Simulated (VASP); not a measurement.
PbF₂ (fluorite) relaxed at rising pressure, in one space group throughout; other phases were not tried. The pressures are those reached. Computed with PBEsol GGA, VASP's PBE PAW potentials (set 64) (plane waves; VASP 6.6.1).

```json
[
 {"P (GPa)": "-0.11", "V (Å³/atom)": "17.071", "k-mesh": "7×7×7"},
 {"P (GPa)": "5.04", "V (Å³/atom)": "16.106", "k-mesh": "7×7×7"},
 {"P (GPa)": "10.03", "V (Å³/atom)": "15.404", "k-mesh": "7×7×7"},
 {"P (GPa)": "19.88", "V (Å³/atom)": "14.375", "k-mesh": "7×7×7"},
 {"P (GPa)": "29.79", "V (Å³/atom)": "13.619", "k-mesh": "7×7×7"}
]
```

Task: Fit an equation of state and predict the volume at 44.92 GPa.

Result: Least squares on the third-order Birch-Murnaghan form, P = (3B0/2)(y⁷ − y⁵)[1 + (3/4)(B′ − 4)(y² − 1)] with y = (V0/V)^(1/3), gives V0 = 17.046 Å³/atom, B0 = 78 GPa and B′ = 4.7, and so 12.761 Å³/atom. The run gave 12.759 Å³/atom, -0.0 % from the fit.

Pressures at which the relaxation failed are left out.

The compound is PbF2 in the fluorite structure, the β form.
